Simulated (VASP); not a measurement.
Here is the system:

```yaml
crystal:
  lattice:
    - [1.14500, -1.98320, 0.00000]
    - [1.14500, 1.98320, 0.00000]
    - [0.00000, 0.00000, 3.58000]
  atoms:
    - { symbol: Be, position: [0.33333, 0.66667, 0.25000] }
    - { symbol: Be, position: [0.66667, 0.33333, 0.75000] }
```

Calculation: PBE GGA, VASP's PBE PAW potentials (set 64) (plane waves; VASP). Numerical set-up: PREC = Low, 400 eV cut-off, 16×16×9 Γ-centred mesh, first-order Methfessel-Paxton smearing of 0.10 eV, potentials Be.

### Question
Give the stress tensor in GPa (positive for a compressed cell).

### Answer

```
-3.38   0.00   0.00
 0.00  -3.38   0.00
 0.00   0.00  -2.43
```
The pressure is its mean diagonal, -3.06 GPa.

The compound is Be in the hcp structure. The cell was not relaxed at this level. The run is one of a series of settings (PREC = Low against the base run), some of them coarse on purpose.
